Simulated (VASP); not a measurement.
Input:

```yaml
crystal:
  lattice:
    - [4.09026, 0.00000, 0.00000]
    - [0.00000, 4.09026, 0.00000]
    - [0.00000, 0.00000, 4.09026]
  atoms:
    - { symbol: Sc, position: [0.00000, 0.00000, 0.00000] }
    - { symbol: Al, position: [0.00000, 0.50000, 0.50000] }
    - { symbol: Al, position: [0.50000, 0.00000, 0.50000] }
    - { symbol: Al, position: [0.50000, 0.50000, 0.00000] }
```

Computed with optB86b-vdW, VASP's PBE PAW potentials (set 64) (plane waves; VASP). Settings: 520 eV cut-off, 8×8×8 Γ-centred mesh, first-order Methfessel-Paxton smearing of 0.10 eV, potentials Sc_sv Al.

Q: Give the energy at these volumes per atom, relative to the lowest: 16.07, 16.59, 17.10, 17.61, 18.12 Å³.

A: 19.3, 4.6, 0.0, 3.9, 14.9 meV/atom. A third-order Birch-Murnaghan fit gives B0 = 87.9 GPa and B0′ = 4.7.

Measured: a 4.103 Å (computed value off by -0.3 %), as given by A Combined Experimental and First-Principles Based Assessment of Finite-Temperature Thermodynamic Properties of …. The calculation is for a static lattice, while the measured a holds thermal and zero-point effects, which are part of the difference.

The compound is Al3Sc in the L1_2 structure. It was relaxed first.
